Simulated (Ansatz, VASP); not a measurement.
# PbO2: VASP beside Ansatz, part 2 of 2

Wanted: the spread between two codes on one cell, functional and k mesh.

VASP 6.6.1 and Ansatz 0.2.0.

So far. Step 3 (Ansatz: single point, PBE): The run ends at a pressure of 5.70 GPa, with forces up to 0.040 eV/Å.

### 5. VASP: electric field gradients, PBEsol

Level of this step: PBEsol, spin-polarised from a ferromagnetic start; plane waves and PAW (Pb_d, O) (VASP).

Field gradients test the density near the nuclei, where the PAW reconstruction matters most. The cell compared in this pair holds 74.85 Å³, against 85.05 Å³ for the pair before.

The input, INCAR:

```
SYSTEM = PbO2
PREC = Accurate
ENCUT = 520
EDIFF = 1E-07
NELM = 100
ISMEAR = -5
SIGMA = 0.05
LREAL = .FALSE.
ALGO = Normal
GGA = PS
ISPIN = 2
MAGMOM = 0.5 0.5 0 0 0 0
LORBIT = 11
LWAVE = .FALSE.
LCHARG = .FALSE.
KPAR = 2
LEFG = .TRUE.
LASPH = .TRUE.
```

The input, POSCAR:

```
PbO2
1.0
    4.7865899813      0.0000000000      0.0000000000
    0.0000000000      4.7865899813      0.0000000000
    0.0000000000      0.0000000000      3.2667909785
Pb O
2 4
Direct
    0.5000000000      0.5000000000      0.5000000000
    0.0000000000      0.0000000000      0.0000000000
    0.6925710400      0.6925710400      0.0000000000
    0.8074289600      0.1925710400      0.5000000000
    0.1925710400      0.8074289600      0.5000000000
    0.3074289600      0.3074289600      0.0000000000
```

The input, KPOINTS:

```
Automatic mesh
0
Gamma
5 5 7
0 0 0
```

PAW data sets: Pb_d and O (PBE family, release 54).

Run with:

```sh
$ mpirun -np 2 vasp_std
```

Numbers of over 12 decimals in the logs are rounded to 6 here.

Output:

```text
[banner, memory and clock lines left out]
running    2 mpi-ranks, on    1 nodes
[...]
|                                                                             |
|               ----> ADVICE to this user running VASP <----                  |
|                                                                             |
|     You enforced a specific xc type in the INCAR file but a different       |
|     [... a line on the potential file left out ...]
|     I HOPE YOU KNOW WHAT YOU ARE DOING!                                     |
|                                                                             |

 LDA part: xc-table for (Slater+PW92), standard interpolation
 POSCAR, INCAR and KPOINTS ok, starting setup
[...]
entering main loop
       N       E                     dE             d eps       ncg     rms          rms(c)
DAV:   1     0.695579562446E+03    0.69558E+03   -0.26142E+04  3080   0.202E+03
DAV:   2     0.499139808388E+02   -0.64567E+03   -0.62023E+03  3424   0.554E+02
[...]
0.0000000    77.8684323    -0.0000000   -37.8073763    -0.0000000     0.0000000
     0.0000293    77.8684126    -0.0000000   -37.8073668    -0.0000000     0.0000000
     0.0000403    77.8683994    -0.0000000   -37.8073604    -0.0000000     0.0000000
     0.0000555    77.8683769    -0.0000000   -37.8073496    -0.0000000     0.0000000
     0.0000765    77.8683392    -0.0000000   -37.8073315    -0.0000000     0.0000000

ion   6
     0.0000000   -25.8408246     0.0000000   -12.8073436    -0.0000000     0.0000000
     0.0000293   -25.8408244     0.0000000   -12.8073435    -0.0000000     0.0000000
     0.0000403   -25.8408243     0.0000000   -12.8073434    -0.0000000     0.0000000
     0.0000555   -25.8408239     0.0000000   -12.8073432    -0.0000000     0.0000000
     0.0000765   -25.8408233     0.0000000   -12.8073429    -0.0000000     0.0000000

     0.0000000   -77.8684323     0.0000000   -37.8073763    -0.0000000     0.0000000
     0.0000293   -77.8684126     0.0000000   -37.8073668    -0.0000000     0.0000000
     0.0000403   -77.8683994     0.0000000   -37.8073604    -0.0000000     0.0000000
     0.0000555   -77.8683769     0.0000000   -37.8073496    -0.0000000     0.0000000
     0.0000765   -77.8683392     0.0000000   -37.8073315    -0.0000000     0.0000000

   1 F= -.33314440E+02 E0= -.33314440E+02  d E =0.000000E+00  mag=     0.0000
```

Parts of OUTCAR (step 5):

```text
  Total       10.7729050     10.7729050     14.7352132      0.0000000      0.0000000      0.0000000
  in kB      230.6054726    230.6054726    315.4228872      0.0000000      0.0000000      0.0000000
  external PRESSURE =     258.8779442 kB  Pullay stress =       0.0000000 kB

 POSITION                                       TOTAL-FORCE (eV/Angst)
 -----------------------------------------------------------------------------------
      2.39329      2.39329      1.63340         0.000000      0.000000      0.000000
      0.00000      0.00000      0.00000         0.000000      0.000000      0.000000
      3.31505      3.31505      0.00000         0.266397      0.266397      0.000000
      3.86483      0.92176      1.63340        -0.266397      0.266397      0.000000
      0.92176      3.86483      1.63340         0.266397     -0.266397     -0.000000
      1.47154      1.47154      0.00000        -0.266397     -0.266397     -0.000000
 -----------------------------------------------------------------------------------
    total drift:                                0.000000      0.000000      0.000000

  FREE ENERGIE OF THE ION-ELECTRON SYSTEM (eV)
  ---------------------------------------------------
  free  energy   TOTEN  =       -33.3144399373 eV

  energy  without entropy=      -33.3144399373  energy(sigma->0) =      -33.31443994

 magnetization (x)
# of ion       s       p       d       tot
------------------------------------------
    1        0.000   0.000   0.000   0.000
    2        0.000   0.000   0.000   0.000
    3        0.000  -0.000   0.000  -0.000
    4        0.000  -0.000   0.000  -0.000
    5        0.000  -0.000   0.000  -0.000
    6        0.000  -0.000   0.000  -0.000
--------------------------------------------------
tot          0.000  -0.000   0.000  -0.000

[... 3 further parts left out ...]
[key lines of the parts left out:]
E-fermi :   5.5436
```

The atoms bear forces, and field gradients depend strongly on their positions.

### 6. Ansatz: electric field gradients, PBEsol

The same cell, functional, mesh and smearing now go to Ansatz, which takes its cutoff from its data sets.

The cell is taken from a series of VASP runs on this material, whose earlier steps may have relaxed, scaled or displaced it; both programs get it as it stands.

The input, input.yaml:

```yaml
crystal:
  lattice:
    - [4.7865899813, 0.0, 0.0]
    - [0.0, 4.7865899813, 0.0]
    - [0.0, 0.0, 3.2667909785]
  atoms:
    - { symbol: Pb, position: [0.5, 0.5, 0.5], spin: 0.5 }
    - { symbol: Pb, position: [0.0, 0.0, 0.0], spin: 0.5 }
    - { symbol: O, position: [0.69257104, 0.69257104, 0.0] }
    - { symbol: O, position: [0.80742896, 0.19257104, 0.5] }
    - { symbol: O, position: [0.19257104, 0.80742896, 0.5] }
    - { symbol: O, position: [0.30742896, 0.30742896, 0.0] }
hamiltonian:
  xc: pbesol
  pseudopotentials: { kind: paw }
magnetization:
  spin_polarized: true
kpoints:
  mp_grid: { grid: [5, 5, 7] }
scf:
  occupations: { method: tetrahedron }
output:
  forces: true
  stress: true
  efg: {}
  write_density: true
  write_potential: true
  elf: true
  volumetric_format: npy
```

Run with:

```sh
$ ansatz run input.yaml --threads 4 --pin off --max-ram 9216MiB --backend cpu --events-out ev --progress --plain --runs-dir out
```

Output:

```text
Warning: output.forces, output.stress, relax.cell or npt_langevin: where a Kohn–Sham band that disperses or a degenerate level is filled in part under the method tetrahedron, the forces or the stress that this run publishes need not agree with its energy (scf.occupations.method in the input reference, under Limitations); prefer a smearing scheme for the forces or the stress
[...]
k-point 1 ↑: bands = [... 22 lower, 8.5863, 9.1328, 9.1328, 9.5653, 11.0230, 15.2746, 16.8015, 16.8015, ... 3 higher]
  k-point 2 ↑: bands = [... 22 lower, 7.8854, 9.0145, 9.0145, 9.1217, 12.8258, 15.3940, 18.2408, 18.4226, ... 3 higher]
  k-point 23 ↓: bands = [... 22 lower, 8.8284, 8.9674, 9.0175, 9.0499, 13.7078, 13.7976, 18.2261, 18.6409, ... 3 higher]
[key lines of the parts left out:]
SCF converged after 12 iterations
Magnetization: 0.0000 μB (26.0000 up, 26.0000 down)
Free energy (F): -25747.557199 eV
Fermi energy:    9.695047 eV
P = ⅓ Tr σ = 25.5062 GPa (255.062 kbar)
```

Elapsed: 8.5 s, on 4 threads of Arm Neoverse N1, shared host; peak memory 0.49 GiB; 27 s of CPU time.

The run ends at a pressure of 25.51 GPa, with forces up to 0.36 eV/Å.

### 7. Side by side

What differs besides the data sets and the points named for the pairs above, as far as they apply: Ansatz makes its cores anew for this functional, VASP keeps those of its PBE data sets; Ansatz adds the response of the frozen cores to the gradients, VASP leaves it out. Total energies have different zeros and are not compared.

The two programs side by side:

```csv
quantity,Ansatz,VASP,difference
pressure (GPa),25.51,25.89,-0.38
pressure without Ansatz's Pulay correction (GPa),24.85,25.89,-1.04
Vzz at Pb1 (V/Å²),151.9,158.4,-6.5
Vzz at Pb2 (V/Å²),151.9,158.4,-6.5
Vzz at O3 (V/Å²),-110.9,-112.0,+1.1
Vzz at O4 (V/Å²),-110.9,-112.0,+1.1
Vzz at O5 (V/Å²),-110.9,-112.0,+1.1
Vzz at O6 (V/Å²),-110.9,-112.0,+1.1
```

Forces (eV/Å; atoms numbered as in POSCAR):

```csv
atom,"Ansatz x, y, z","VASP x, y, z"
Pb1,"0.000, 0.000, 0.000","0.000, 0.000, 0.000"
Pb2,"0.000, 0.000, 0.000","0.000, 0.000, 0.000"
O3,"0.258, 0.258, 0.000","0.266, 0.266, 0.000"
O4,"-0.258, 0.258, 0.000","-0.266, 0.266, 0.000"
O5,"0.258, -0.258, 0.000","0.266, -0.266, 0.000"
O6,"-0.258, -0.258, 0.000","-0.266, -0.266, 0.000"
```

The forces differ by 5.6 meV/Å r.m.s., which is 3.2 % of the r.m.s. force of 0.18 eV/Å (both taken over all components). Ansatz's pressure holds a Pulay correction of 0.66 GPa; VASP's holds none.

### 8. Summary of results

| Property | Result |
| --- | --- |
| difference in pressure (single point, PBE) | -0.26 GPa |
| difference in Vzz at Pb1 (electric field gradients, PBEsol) | -6.5 V/Å² |

The difference in pressure is -0.26 GPa (single point, PBE), within the 1 GPa picked in this series as the mark of a large difference. How closely two codes agree says nothing of how well the functional describes the real material.

[Lines on the potential files, build, host, timing and source positions are cut from VASP's logs without a mark.]

[Logs are printed without paths, hosts, clocks, repeated set-up lines and the standing remarks that a program may print on its own settings, such as how far it seeks lower states.]

[Hosts, paths, dates, database ids (printed as entryN), source tags and the programs' standing remarks are cut or masked in the printed files.]
